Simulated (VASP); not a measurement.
Data:

```xyz
4
Lattice="3.9966 0.0000 0.0000 0.0000 4.1165 0.0000 0.0000 0.0000 5.2615" Properties=species:S:1:pos:R:3 pbc="T T T"
Pb     1.9983     0.0000     4.0710
Pb     0.0000     2.0583     1.1905
O      1.9983     2.0583     0.0000
O      0.0000     0.0000     0.0000
```

Computed with r2SCAN meta-GGA, VASP's PBE PAW potentials (set 64) (plane waves; VASP). Numerical set-up: 600 eV cut-off, 6×6×4 Γ-centred mesh, Gaussian smearing of 0.050 eV, potentials Pb_d O.

Task: Which forces act on the atoms, in eV/Å?

Result: 
```
atom     Fx     Fy      Fz
----  -----  -----  ------
Pb1   0.000  0.000   0.337
Pb2   0.000  0.000  -0.337
O3    0.000  0.000  -0.191
O4    0.000  0.000   0.191
```

Task: Give the stress tensor in GPa (positive for a compressed cell).

Result: 
```
-1.91   0.00   0.00
 0.00  -3.47   0.00
 0.00   0.00  -1.67
```
The pressure is its mean diagonal, -2.35 GPa.

The compound is PbO in the litharge structure. This cell was strained or had an atom moved on purpose.
